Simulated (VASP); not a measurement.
An input for Quantum ESPRESSO's pw.x (written as the equivalent of a VASP run, and not itself run):

```
&CONTROL
  calculation = 'vc-relax'
  pseudo_dir = './pseudo'
  outdir = './out'
  tprnfor = .true.
  tstress = .true.
  nstep = 30
  forc_conv_thr = 0.00039
/
&SYSTEM
  ibrav = 0
  nat = 6
  ntyp = 2
  ecutwfc = 84
  occupations = 'smearing'
  smearing = 'methfessel-paxton'
  degauss = 0.00735
  input_dft = 'vdw-df-obk8'
/
&ELECTRONS
  conv_thr = 7.3e-09
  electron_maxstep = 100
/
&IONS
/
&CELL
  cell_dofree = 'shape'
/
ATOMIC_SPECIES
  Ir 192.217 Ir.upf
  O 15.999 O.upf
CELL_PARAMETERS angstrom
     4.4374127    0.0000000    0.0000000
     0.0000000    4.4374127    0.0000000
     0.0000000    0.0000000    3.1351030
ATOMIC_POSITIONS crystal
  Ir   0.0000000  0.0000000  0.0000000
  Ir   0.5000000  0.5000000  0.5000000
  O    0.3086836  0.3086836  0.0000000
  O    0.8086836  0.1913164  0.5000000
  O    0.1913164  0.8086836  0.5000000
  O    0.6913164  0.6913164  0.0000000
K_POINTS automatic
  7 7 10 0 0 0
```

Problem. Write the VASP files for the same calculation (optB88-vdW).

Solution. One answer among several that fit: 
KPOINTS:
```
K-points
0
G
7 7 10
```

### INCAR
```
SYSTEM=IrO2
PREC=Accurate; ENCUT=520; LREAL=.False.
LASPH=.True.
EDIFF=1E-7; NELM=100; ALGO=Normal
LMAXMIX=6
ISMEAR=1; SIGMA=0.1
GGA=BO; LUSE_VDW=.True.; AGGAC=0.0
PARAM1=0.1833333333; PARAM2=0.22
IBRION=2; NSW=30; ISIF=4
EDIFFG=-0.01
LWAVE=.False.; LCHARG=.False.
```

File POSCAR:
```
IrO2
1.0
  4.4374126759   0.0000000000   0.0000000000
  0.0000000000   4.4374126759   0.0000000000
  0.0000000000   0.0000000000   3.1351030107
Ir O
2 4
direct
  0.0000000000   0.0000000000   0.0000000000
  0.5000000000   0.5000000000   0.5000000000
  0.3086836216   0.3086836216   0.0000000000
  0.8086836216   0.1913163784   0.5000000000
  0.1913163784   0.8086836216   0.5000000000
  0.6913163784   0.6913163784   0.0000000000
```

POTCAR, in this order: Ir O (PBE.64 set). Program: vasp_std.

Limits of the translation: the potentials are each code's own (VASP's PAW set, PseudoDojo norm-conserving files in pw.x), so ENCUT and ecutwfc are chosen apart and not converted; conv_thr bounds pw.x's estimated SCF error, while EDIFF bounds the energy change between steps; forc_conv_thr acts on force components and is met together with etot_conv_thr.

The compound is IrO2 in the rutile structure. This cell is one point of a volume scan, at 0.94 of the reference volume. Symmetry was kept, so distortions that lower it aren't found.
